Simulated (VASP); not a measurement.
Consider the following.

```
CELL_PARAMETERS angstrom
      3.98377     0.00000     0.00000
      0.00000     3.98377     0.00000
      0.00000     0.00000     3.98377
ATOMIC_POSITIONS crystal
  Ba 0.00000 0.00000 0.00000
  Ti 0.50000 0.50000 0.50000
  O  0.50000 0.00000 0.50000
  O  0.00000 0.50000 0.50000
  O  0.50000 0.50000 0.00000
```

Method: PBEsol GGA, VASP's PBE PAW potentials (set 64) (plane waves; VASP). Settings: 520 eV cut-off, Gaussian smearing of 0.050 eV, potentials Ba_sv Ti_sv O.

Unless said otherwise, spin-orbit coupling is left out, though it shifts the bands of the heavy elements here.

Problem. What does the run give for the band gap (along the path) with the smallest direct gap where there is one?

Solution. 
| Item | Value |
|---|---|
| band gap (along the path) | 1.72 eV |
| smallest direct gap (along the path) | 1.86 eV |

The absolute energy has meaning only against runs of the same code, potentials and settings.

The compound is BaTiO3 in the cubic perovskite structure, the ideal cubic form; the compound distorts at low or room temperature. It was relaxed first.
